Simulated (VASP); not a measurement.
# Sr3SbP (Pm-3m) in VASP: further runs

The runs below take Sr3SbP through single point, with LDA.

All numbers are computed with VASP 6.6.1; they aren't measurements. Logs are shortened: lines on timing, memory, paths and dates and some standing lists are left out, and cuts for length are marked.

## (1) Starting point

The structure is cubic, space group Pm-3m (No. 221). The conventional cell has a = 5.740 Å, b = 5.740 Å, c = 5.740 Å, α = 90.00°, β = 90.00°, γ = 90.00°. Sr (site symmetry 4/mmm) is surrounded by 2 P at 2.87 Å. Around Sb (site symmetry m-3m) lie 12 Sr at 4.06 Å. Around P (site symmetry m-3m) lie 6 Sr at 2.87 Å.

The cell comes from a database or a generator and needn't be the stable form of this composition.

## (2) Single point, LDA

INCAR

```
ALGO     = Fast           # electronic algorithm
EDIFF    = 1E-6           # SCF threshold, eV
ENCUT    = 520            # plane-wave cutoff, eV
ISIF     = 2              # what is computed and relaxed
ISMEAR   = 0              # smearing method
LASPH    = T              # aspherical terms in the spheres
LCHARG   = F              # write CHGCAR
LREAL    = F              # projectors in reciprocal space
LWAVE    = F              # write WAVECAR
NBANDS   = 28             # bands
NELM     = 100            # most SCF steps
PREC     = Accurate       # precision mode
SIGMA    = 0.03           # smearing width, eV
```

KPOINTS

```
k-points
0
Gamma
  8 8 8
```

POSCAR

```
Sr3SbP
1.0
    5.7400000000      0.0000000000      0.0000000000
    0.0000000000      5.7400000000      0.0000000000
    0.0000000000      0.0000000000      5.7400000000
Sr Sb P
3 1 1
Direct
    0.0000000000      0.5000000000      0.5000000000
    0.5000000000      0.0000000000      0.5000000000
    0.5000000000      0.5000000000      0.0000000000
    0.0000000000      0.0000000000      0.0000000000
    0.5000000000      0.5000000000      0.5000000000
```

Potentials or basis: VASP PAW LDA potentials, release 64 (Sr_sv, Sb, P).

Launch:

```bash
cat potpaw_LDA.64/Sr_sv/POTCAR potpaw_LDA.64/Sb/POTCAR potpaw_LDA.64/P/POTCAR > POTCAR
mpirun -np 1 vasp_std > vasp.out
```

OUTCAR:

```text
EDIFF = 1E-6
   ENCUT = 520
   ISIF = 2
   ISMEAR = 0
   LASPH = T
   LREAL = F
   NELM = 100
   PREC = Accurate

 ion  position               nearest neighbor table
   1  0.000  0.500  0.500-   5 2.87   5 2.87   4 4.06   2 4.06   3 4.06   4 4.06   2 4.06   4 4.06
                             4 4.06   2 4.06   3 4.06   3 4.06   3 4.06   2 4.06
   2  0.500  0.000  0.500-   5 2.87   5 2.87   4 4.06   1 4.06   3 4.06   4 4.06   1 4.06   3 4.06
                             3 4.06   3 4.06   1 4.06   4 4.06   4 4.06   1 4.06
   3  0.500  0.500  0.000-   5 2.87   5 2.87   4 4.06   1 4.06   1 4.06   2 4.06   2 4.06   2 4.06
                             4 4.06   2 4.06   1 4.06   4 4.06   1 4.06   4 4.06
   4  0.000  0.000  0.000-   1 4.06   2 4.06   3 4.06   1 4.06   2 4.06   1 4.06   3 4.06   1 4.06
                             2 4.06   3 4.06   2 4.06   3 4.06
   5  0.500  0.500  0.500-   1 2.87   2 2.87   3 2.87   3 2.87   2 2.87   1 2.87

  LATTYP: Found a simple cubic cell.
 ALAT       =     5.7400000000

  Lattice vectors:

 A1 = (   5.7400000000,   0.0000000000,   0.0000000000)
 A2 = (   0.0000000000,   5.7400000000,   0.0000000000)
 A3 = (   0.0000000000,   0.0000000000,   5.7400000000)

Analysis of symmetry for initial positions (statically):
=====================================================================
 Subroutine PRICEL returns:
 Original cell was already a primitive cell.

 Routine SETGRP: Setting up the symmetry group for a
 simple cubic supercell.

 Subroutine GETGRP returns: Found 48 space group operations
 (whereof 48 operations were pure point group operations)
 out of a pool of 48 trial point group operations.

The static configuration has the point symmetry O_h .

Analysis of symmetry for dynamics (positions and initial velocities):
=====================================================================
 Subroutine PRICEL returns:
 Original cell was already a primitive cell.

 Routine SETGRP: Setting up the symmetry group for a
 simple cubic supercell.

 Subroutine GETGRP returns: Found 48 space group operations
 (whereof 48 operations were pure point group operations)
 out of a pool of 48 trial point group operations.

The dynamic configuration has the point symmetry O_h .

 Subroutine INISYM returns: Found 48 space group operations
 (whereof 48 operations are pure point group operations),
 and found     1 'primitive' translations

----------------------------------------------------------------------------------------

                                     Primitive cell

[... 102 lines left out ...]
   ISIF   =      2    stress and relaxation
   ISYM   =      2    0-nonsym 1-usesym 2-fastsym
   POTIM  = 0.5000    time-step for ionic-motion
   TEBEG  =    0.0;   TEEND  =   0.0 temperature during run
   PSTRESS=    0.0 pullay stress
   NELECT =      40.0000    total number of electrons
   NUPDOWN=      -1.0000    fix difference up-down
   EMIN   =  10.00;   EMAX   =-10.00  energy-range for DOS
   EFERMI =   0.00;   METHOD = LEGACY
   ISMEAR =     0;   SIGMA  =   0.03  broadening in eV -4-tet -1-fermi 0-gaus
   EFERMI_NEDOS =   21; number of points for ismear=-14 and -15
   IALGO  =     68    algorithm
   IMIX   =      4    mixing-type and parameters
     AMIX     =   0.40;   BMIX     =  1.00
     AMIX_MAG =   1.60;   BMIX_MAG =  1.00
  volume/ion in A,a.u.               =      37.82       255.25
  Fermi-wavevector in a.u.,A,eV,Ry     =   0.975400  1.843240 12.944664  0.951406
  Thomas-Fermi vector in A             =   2.105937
   LORBIT       =      0    0 simple, 1 ext, 2 COOP (PROOUT), +10 PAW based schemes
   GGA     = CA    functional components
   LHFCALC =     F    Hartree Fock is set to
   AEXX    =    0.0000 exact exchange contribution
   IVDW    =     0    specifies the selected vdW correction
   LEPSILON=     F    determine dielectric tensor
   LRPA    =     F    only Hartree local field effects (RPA)
 non-spin polarized calculation
 RMM-DIIS sequential band-by-band and
 Gauss-broadening in eV      SIGMA  =   0.03
  energy-cutoff  :      520.00
  volume of cell :      189.12
 maximum number of plane-waves:      5134
 NGX is ok and might be reduce to    48
   NGX = 21   NGY = 21   NGZ = 21

 number of electron      40.0000001 magnetization

 Free energy of the ion-electron system (eV)
  ---------------------------------------------------
  ext. energy  EPLUGINS =         0.00000000
  ---------------------------------------------------
  free energy    TOTEN  =       -21.14569315 eV

  energy without entropy =      -21.14569312  energy(sigma->0) =      -21.14569313

 E-fermi :   2.5088     XC(G=0):  -8.4378

 val. band max:        2.4196853845   @ k =   0.0000   0.0000   0.0000
 cond. band min:       2.5924611598   @ k =   0.0000   0.0000   0.0000
 fundamental gap:      0.1727757753
 Fermi energy:         2.5087865716

 k-point     1 :       0.0000    0.0000    0.0000
  band No.  band energies     occupation
      1     -33.0036      2.00000
      2     -32.9716      2.00000
      3     -32.9716      2.00000
      4     -15.2617      2.00000
      5     -15.2617      2.00000
      6     -15.2617      2.00000
[... 733 lines left out ...]
     27       6.0034      0.00000
     28       6.0363      0.00000

 [... further k-points ...]

------------------------ aborting loop because EDIFF is reached ----------------------------------------

  FORCE on cell =-STRESS in cart. coord.  units (eV):
  Direction    XX          YY          ZZ          XY          YZ          ZX
  --------------------------------------------------------------------------------------
  -------------------------------------------------------------------------------------
  Total       -2.7311806     -2.7311806     -2.7311806     -0.0000000      0.0000000     -0.0000000
  in kB      -23.1379741    -23.1379741    -23.1379741     -0.0000000      0.0000000     -0.0000000
  external PRESSURE =     -23.1379741 kB  Pullay stress =       0.0000000 kB

 VOLUME and BASIS-vectors are now :
 -----------------------------------------------------------------------------
  energy-cutoff  :      520.00
  volume of cell :      189.12
      direct lattice vectors                 reciprocal lattice vectors
     5.740000000  0.000000000  0.000000000     0.174216028  0.000000000  0.000000000
     0.000000000  5.740000000  0.000000000     0.000000000  0.174216028  0.000000000
     0.000000000  0.000000000  5.740000000     0.000000000  0.000000000  0.174216028

 POSITION                                       TOTAL-FORCE (eV/Angst)
 -----------------------------------------------------------------------------------
      0.00000      2.87000      2.87000         0.000000      0.000000      0.000000
      2.87000      0.00000      2.87000         0.000000      0.000000      0.000000
      2.87000      2.87000      0.00000         0.000000      0.000000      0.000000
      0.00000      0.00000      0.00000         0.000000      0.000000      0.000000
      2.87000      2.87000      2.87000         0.000000      0.000000      0.000000
 -----------------------------------------------------------------------------------
    total drift:                                0.000000      0.000000     -0.000000

  FREE ENERGIE OF THE ION-ELECTRON SYSTEM (eV)
  ---------------------------------------------------
  free  energy   TOTEN  =       -21.1456931454 eV

  energy  without entropy=      -21.1456931169  energy(sigma->0) =      -21.14569313
```

It took 2.2 min on 1 thread of Intel Xeon 6975P-C (Granite Rapids), shared host; peak memory 0.37 GiB.

Results:

```yaml
Free_energy: -21.1457 eV
Pressure: -2.3 GPa
Band_gap_on_the_k_mesh: 0.17 eV, direct
```

Caveat: spin-orbit coupling is left out, which moves the levels of the heavy elements.

## (3) Single point, LDA

INCAR

```
SYSTEM = Sr3SbP
ALGO = Normal ; EDIFF = 1E-7
ENCUT = 520 ; GGA = CA
ISIF = 2 ; ISMEAR = 0
LASPH = .True. ; LCHARG = .False.
LREAL = .False. ; LWAVE = .False.
NBANDS = 28 ; NELM = 100
PREC = Accurate ; SIGMA = 0.03
```

KPOINTS

```
k-points
0
Gamma
  6 6 6
  0 0 0
```

POSCAR is that of step 2.

Potentials or basis: VASP PAW LDA potentials, release 64 (Sr_sv, Sb, P).

Launch:

```bash
cat potpaw_LDA.64/Sr_sv/POTCAR potpaw_LDA.64/Sb/POTCAR potpaw_LDA.64/P/POTCAR > POTCAR
mpirun -np 1 vasp_std > vasp.out
```

OUTCAR:

```text
SYSTEM = Sr3SbP
   EDIFF = 1E-7
   ENCUT = 520
   GGA = CA
   ISIF = 2
   ISMEAR = 0
   LASPH = .True.
   LREAL = .False.
   NELM = 100
   PREC = Accurate

 ion  position               nearest neighbor table
   1  0.000  0.500  0.500-   5 2.87   5 2.87   4 4.06   2 4.06   3 4.06   4 4.06   2 4.06   4 4.06
                             4 4.06   2 4.06   3 4.06   3 4.06   3 4.06   2 4.06
   2  0.500  0.000  0.500-   5 2.87   5 2.87   4 4.06   1 4.06   3 4.06   4 4.06   1 4.06   3 4.06
                             3 4.06   3 4.06   1 4.06   4 4.06   4 4.06   1 4.06
   3  0.500  0.500  0.000-   5 2.87   5 2.87   4 4.06   1 4.06   1 4.06   2 4.06   2 4.06   2 4.06
                             4 4.06   2 4.06   1 4.06   4 4.06   1 4.06   4 4.06
   4  0.000  0.000  0.000-   1 4.06   2 4.06   3 4.06   1 4.06   2 4.06   1 4.06   3 4.06   1 4.06
                             2 4.06   3 4.06   2 4.06   3 4.06
   5  0.500  0.500  0.500-   1 2.87   2 2.87   3 2.87   3 2.87   2 2.87   1 2.87

  LATTYP: Found a simple cubic cell.
 ALAT       =     5.7400000000

  Lattice vectors:

 A1 = (   5.7400000000,   0.0000000000,   0.0000000000)
 A2 = (   0.0000000000,   5.7400000000,   0.0000000000)
 A3 = (   0.0000000000,   0.0000000000,   5.7400000000)

Analysis of symmetry for initial positions (statically):
=====================================================================
 Subroutine PRICEL returns:
 Original cell was already a primitive cell.

 Routine SETGRP: Setting up the symmetry group for a
 simple cubic supercell.

 Subroutine GETGRP returns: Found 48 space group operations
 (whereof 48 operations were pure point group operations)
 out of a pool of 48 trial point group operations.

The static configuration has the point symmetry O_h .

Analysis of symmetry for dynamics (positions and initial velocities):
=====================================================================
 Subroutine PRICEL returns:
 Original cell was already a primitive cell.

 Routine SETGRP: Setting up the symmetry group for a
 simple cubic supercell.

 Subroutine GETGRP returns: Found 48 space group operations
 (whereof 48 operations were pure point group operations)
 out of a pool of 48 trial point group operations.

The dynamic configuration has the point symmetry O_h .

 Subroutine INISYM returns: Found 48 space group operations
 (whereof 48 operations are pure point group operations),
 and found     1 'primitive' translations

----------------------------------------------------------------------------------------

                                     Primitive cell

  volume of cell :     189.1192

  direct lattice vectors                    reciprocal lattice vectors
     5.740000000  0.000000000  0.000000000     0.174216028  0.000000000  0.000000000
     0.000000000  5.740000000  0.000000000     0.000000000  0.174216028  0.000000000
     0.000000000  0.000000000  5.740000000     0.000000000  0.000000000  0.174216028

  length of vectors
     5.740000000  5.740000000  5.740000000     0.174216028  0.174216028  0.174216028

  position of ions in fractional coordinates (direct lattice)
     0.000000000  0.500000000  0.500000000
     0.500000000  0.000000000  0.500000000
     0.500000000  0.500000000  0.000000000
     0.000000000  0.000000000  0.000000000
[... 38 lines left out ...]
  0.000000  0.000000  0.000000      1.000000
  0.166667  0.000000  0.000000      6.000000
  0.333333  0.000000  0.000000      6.000000
  0.500000  0.000000  0.000000      3.000000
  0.166667  0.166667  0.000000     12.000000
  0.333333  0.166667  0.000000     24.000000
[... 12 lines left out ...]
  0.500000  0.500000  0.333333      6.000000
  0.500000  0.500000  0.500000      1.000000
   k-points           NKPTS =     20   k-points in BZ     NKDIM =     20   number of bands    NBANDS=     28
   number of dos      NEDOS =    301   number of ions     NIONS =      5
   total plane-waves  NPLWV = 110592
   dimension x,y,z NGX =    48 NGY =   48 NGZ =   48
   dimension x,y,z NGXF=    96 NGYF=   96 NGZF=   96
   ions per type =               3   1   1
   NGX,Y,Z   is equivalent  to a cutoff of  13.90, 13.90, 13.90 a.u.
   NGXF,Y,Z  is equivalent  to a cutoff of  27.80, 27.80, 27.80 a.u.
 SYSTEM =  Sr3SbP
   PREC   = accura    normal or accurate (medium, high low for compatibility)
   ISTART =      0    job   : 0-new  1-cont  2-samecut
   ICHARG =      2    charge: 1-file 2-atom 10-const
   ISPIN  =      1    spin polarized calculation?
   LNONCOLLINEAR =      F non collinear calculations
   LSORBIT =      F    spin-orbit coupling
   LASPH  =      T    aspherical Exc in radial PAW
   ENCUT  =  520.0 eV  38.22 Ry    6.18 a.u.  10.67 10.67 10.67*2*pi/ulx,y,z
   NELM   =    100;   NELMIN=  2; NELMDL= -5     # of ELM steps
   EDIFF  = 0.1E-06   stopping-criterion for ELM
   LREAL  =      F    real-space projection
   EDIFFG = 0.1E-05   stopping-criterion for IOM
   NSW    =      0    number of steps for IOM
   IBRION =     -1    ionic relax: 0-MD 1-quasi-New 2-CG
   NFREE  =      0    steps in history (QN), initial steepest desc. (CG)
   ISIF   =      2    stress and relaxation
   ISYM   =      2    0-nonsym 1-usesym 2-fastsym
   POTIM  = 0.5000    time-step for ionic-motion
   TEBEG  =    0.0;   TEEND  =   0.0 temperature during run
   PSTRESS=    0.0 pullay stress
   NELECT =      40.0000    total number of electrons
   NUPDOWN=      -1.0000    fix difference up-down
   EMIN   =  10.00;   EMAX   =-10.00  energy-range for DOS
   EFERMI =   0.00;   METHOD = LEGACY
   ISMEAR =     0;   SIGMA  =   0.03  broadening in eV -4-tet -1-fermi 0-gaus
   EFERMI_NEDOS =   21; number of points for ismear=-14 and -15
   IALGO  =     38    algorithm
   IMIX   =      4    mixing-type and parameters
     AMIX     =   0.40;   BMIX     =  1.00
     AMIX_MAG =   1.60;   BMIX_MAG =  1.00
  volume/ion in A,a.u.               =      37.82       255.25
  Fermi-wavevector in a.u.,A,eV,Ry     =   0.975400  1.843240 12.944664  0.951406
  Thomas-Fermi vector in A             =   2.105937
   LORBIT       =      0    0 simple, 1 ext, 2 COOP (PROOUT), +10 PAW based schemes
   GGA     = CA    functional components
   LHFCALC =     F    Hartree Fock is set to
   AEXX    =    0.0000 exact exchange contribution
   IVDW    =     0    specifies the selected vdW correction
   LEPSILON=     F    determine dielectric tensor
   LRPA    =     F    only Hartree local field effects (RPA)
 non-spin polarized calculation
 Gauss-broadening in eV      SIGMA  =   0.03
  energy-cutoff  :      520.00
  volume of cell :      189.12
 maximum number of plane-waves:      5125
 NGX is ok and might be reduce to    48
   NGX = 21   NGY = 21   NGZ = 21

 number of electron      40.0000001 magnetization

 Free energy of the ion-electron system (eV)
  ---------------------------------------------------
  ext. energy  EPLUGINS =         0.00000000
  ---------------------------------------------------
  free energy    TOTEN  =       -21.14423623 eV

  energy without entropy =      -21.14423616  energy(sigma->0) =      -21.14423619

 E-fermi :   2.5094     XC(G=0):  -8.4377

 val. band max:        2.4205879751   @ k =   0.0000   0.0000   0.0000
 cond. band min:       2.5927024998   @ k =   0.0000   0.0000   0.0000
 fundamental gap:      0.1721145247
 Fermi energy:         2.5093680112

 k-point     1 :       0.0000    0.0000    0.0000
  band No.  band energies     occupation
      1     -33.0042      2.00000
      2     -32.9722      2.00000
      3     -32.9722      2.00000
      4     -15.2623      2.00000
      5     -15.2623      2.00000
      6     -15.2623      2.00000
[... 609 lines left out ...]
     27       5.4301      0.00000
     28       6.8161      0.00000

------------------------ aborting loop because EDIFF is reached ----------------------------------------

  FORCE on cell =-STRESS in cart. coord.  units (eV):
  Direction    XX          YY          ZZ          XY          YZ          ZX
  --------------------------------------------------------------------------------------
  -------------------------------------------------------------------------------------
  Total       -2.7356979     -2.7356979     -2.7356979      0.0000000      0.0000000     -0.0000000
  in kB      -23.1762431    -23.1762431    -23.1762431      0.0000000      0.0000000     -0.0000000
  external PRESSURE =     -23.1762431 kB  Pullay stress =       0.0000000 kB

 VOLUME and BASIS-vectors are now :
 -----------------------------------------------------------------------------
  energy-cutoff  :      520.00
  volume of cell :      189.12
      direct lattice vectors                 reciprocal lattice vectors
     5.740000000  0.000000000  0.000000000     0.174216028  0.000000000  0.000000000
     0.000000000  5.740000000  0.000000000     0.000000000  0.174216028  0.000000000
     0.000000000  0.000000000  5.740000000     0.000000000  0.000000000  0.174216028

 POSITION                                       TOTAL-FORCE (eV/Angst)
 -----------------------------------------------------------------------------------
      0.00000      2.87000      2.87000         0.000000      0.000000      0.000000
      2.87000      0.00000      2.87000         0.000000      0.000000      0.000000
      2.87000      2.87000      0.00000         0.000000      0.000000      0.000000
      0.00000      0.00000      0.00000         0.000000      0.000000      0.000000
      2.87000      2.87000      2.87000         0.000000      0.000000      0.000000
 -----------------------------------------------------------------------------------
    total drift:                                0.000000      0.000000     -0.000000

  FREE ENERGIE OF THE ION-ELECTRON SYSTEM (eV)
  ---------------------------------------------------
  free  energy   TOTEN  =       -21.1442362302 eV

  energy  without entropy=      -21.1442361584  energy(sigma->0) =      -21.14423619
```

stdout:

```text
POSCAR found type information on POSCAR SrSbP
 POSCAR found :  3 types and       5 ions
 scaLAPACK will be used
 LDA part: xc-table for (Slater(with rela. corr.)+CA(PZ))
 , standard interpolation
 POSCAR, INCAR and KPOINTS ok, starting setup
 FFT: planning ... GRIDC
 FFT: planning ... GRID_SOFT
 FFT: planning ... GRID
 WAVECAR not read
 entering main loop
```

Run time: 46 s. Hardware: 1 thread of Intel Xeon 6975P-C (Granite Rapids), shared host; peak memory 0.32 GiB.

What came out:

* Free energy: -21.1442 eV
* Pressure: -2.3 GPa
* Band gap on the k mesh: 0.17 eV, direct

Caveat: spin-orbit coupling is left out, which moves the levels of the heavy elements.
